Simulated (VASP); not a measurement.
Consider the following.

```yaml
crystal:
  lattice:
    - [0.00000, 2.51710, 2.51710]
    - [2.51710, 0.00000, 2.51710]
    - [2.51710, 2.51710, 0.00000]
  atoms:
    - { symbol: Hf, position: [0.00000, 0.00000, 0.00000] }
    - { symbol: O, position: [0.25000, 0.25000, 0.25000] }
    - { symbol: O, position: [0.75000, 0.75000, 0.75000] }
```

These are r2SCAN meta-GGA, VASP's PBE PAW potentials (set 64) (plane waves; VASP) values and carry that method's errors. Settings: 600 eV cut-off, 8×8×8 Γ-centred mesh, Gaussian smearing of 0.050 eV, potentials Hf_pv O.

Unless said otherwise, spin-orbit coupling is left out, though it shifts the bands of the heavy elements here.

Each row applies one change to this cell, which was relaxed at other settings and keeps the small stress of the first row; at a fixed cut-off the stress holds a Pulay part, so it need not integrate to ΔE exactly. Stress is in GPa, positive when the cell is compressed; gaps are those on the k-mesh, and 0.00 means metallic.

```json
[
 {"change": "none", "ΔE (meV/atom)": "0.0", "σxx": "-0.40", "σyy": "-0.40", "σzz": "-0.40", "largest shear component, with its sign (GPa)": "0.00", "largest force (eV/Å)": "0.000", "gap (eV)": "4.36"},
 {"change": "atom 1 (Hf) moved by -0.050 Å along y", "ΔE (meV/atom)": "…", "σxx": "…", "σyy": "…", "σzz": "…", "largest shear component, with its sign (GPa)": "…", "largest force (eV/Å)": "…", "gap (eV)": "…"},
 {"change": "isotropic strain of +2.0 %", "ΔE (meV/atom)": "…", "σxx": "…", "σyy": "…", "σzz": "…", "largest shear component, with its sign (GPa)": "…", "largest force (eV/Å)": "…", "gap (eV)": "…"},
 {"change": "shear strain γ_xz = -1.5 %", "ΔE (meV/atom)": "0.8", "σxx": "-0.33", "σyy": "-0.34", "σzz": "-0.33", "largest shear component, with its sign (GPa)": "1.54", "largest force (eV/Å)": "0.113", "gap (eV)": "4.36"},
 {"change": "atom 3 (O) moved by -0.150 Å along x", "ΔE (meV/atom)": "45.6", "σxx": "3.29", "σyy": "0.88", "σzz": "0.88", "largest shear component, with its sign (GPa)": "-5.80", "largest force (eV/Å)": "1.847", "gap (eV)": "4.30"},
 {"change": "atom 2 (O) moved by 0.150 Å along x", "ΔE (meV/atom)": "45.6", "σxx": "3.29", "σyy": "0.88", "σzz": "0.88", "largest shear component, with its sign (GPa)": "-5.80", "largest force (eV/Å)": "1.847", "gap (eV)": "4.30"},
 {"change": "isotropic strain of -4.0 %", "ΔE (meV/atom)": "152.3", "σxx": "43.62", "σyy": "43.62", "σzz": "43.62", "largest shear component, with its sign (GPa)": "0.00", "largest force (eV/Å)": "0.000", "gap (eV)": "4.72"},
 {"change": "isotropic strain of +4.0 %", "ΔE (meV/atom)": "115.6", "σxx": "-25.76", "σyy": "-25.76", "σzz": "-25.76", "largest shear component, with its sign (GPa)": "0.00", "largest force (eV/Å)": "0.000", "gap (eV)": "4.00"},
 {"change": "uniaxial strain of -4.0 % along x", "ΔE (meV/atom)": "35.3", "σxx": "26.64", "σyy": "4.72", "σzz": "4.72", "largest shear component, with its sign (GPa)": "0.00", "largest force (eV/Å)": "0.000", "gap (eV)": "3.98"}
]
```

Complete the blanks.

- atom 1 (Hf) moved by -0.050 Å along y, ΔE (meV/atom): 2.5
- atom 1 (Hf) moved by -0.050 Å along y, σxx: -0.09
- atom 1 (Hf) moved by -0.050 Å along y, σyy: -0.09
- atom 1 (Hf) moved by -0.050 Å along y, σzz: -0.09
- atom 1 (Hf) moved by -0.050 Å along y, largest shear component, with its sign (GPa): 0.00
- atom 1 (Hf) moved by -0.050 Å along y, largest force (eV/Å): 0.303
- atom 1 (Hf) moved by -0.050 Å along y, gap (eV): 4.36
- isotropic strain of +2.0 %, ΔE (meV/atom): 30.5
- isotropic strain of +2.0 %, σxx: -14.88
- isotropic strain of +2.0 %, σyy: -14.88
- isotropic strain of +2.0 %, σzz: -14.88
- isotropic strain of +2.0 %, largest shear component, with its sign (GPa): 0.00
- isotropic strain of +2.0 %, largest force (eV/Å): 0.000
- isotropic strain of +2.0 %, gap (eV): 4.18

Failed runs are left out, and for metals the shear rows, which the mesh's noise covers.

The compound is HfO2 in the fluorite structure, the high-temperature cubic form, which is unstable at 0 K; the monoclinic form is the stable one.
